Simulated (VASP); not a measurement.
```
CELL_PARAMETERS angstrom
      5.51339     3.18316     1.45420
     -5.51339     3.18316     1.45420
      0.00000    -6.36632     1.45420
ATOMIC_POSITIONS crystal
  S  0.25090 0.14830 0.91730
  S  0.91730 0.25090 0.14830
  S  0.14830 0.91730 0.25090
  S  0.74910 0.85170 0.08270
  S  0.08270 0.74910 0.85170
  S  0.85170 0.08270 0.74910
```

Level of theory: PBEsol GGA, VASP's PBE PAW potentials (set 64) (plane waves; VASP 6.6.1). Numerical set-up: 300 eV cut-off, 6×6×6 Γ-centred mesh, Fermi-Dirac smearing of 0.14 eV, potentials S.

### Question
Give the energies of bands 8 to 21 at the high-symmetry points, in eV from the valence-band maximum.

### Answer

```
band      Γ      L      T     P0      F
----  -----  -----  -----  -----  -----
8     -5.85  -5.59  -5.25  -5.06  -4.79
9     -4.63  -4.88  -5.25  -5.06  -4.56
10    -4.63  -4.67  -4.65  -4.97  -4.46
11    -2.98  -4.16  -3.74  -3.70  -4.20
12    -2.98  -3.46  -3.51  -3.70  -3.29
13    -2.92  -3.31  -3.51  -3.43  -2.89
14    -1.14  -1.47  -1.61  -1.29  -1.40
15    -0.86  -1.12  -1.61  -1.29  -1.20
16    -0.86  -0.99  -1.06  -0.84  -1.05
17    -0.81  -0.71  -1.06  -0.84  -1.00
18    -0.81  -0.17   0.00  -0.20  -0.63
19     2.20   2.35   2.05   2.30   2.09
20     2.20   2.68   2.05   2.74   2.70
21     3.22   2.83   2.75   2.74   3.09
```

The gap is indirect, 1.95 eV, from the valence maximum at T to the conduction minimum at (0.33, -0.17, -0.33).

The structure comes from a measured S entry of the Crystallography Open Database, whose conditions weren't checked. The cell was not relaxed at this level.
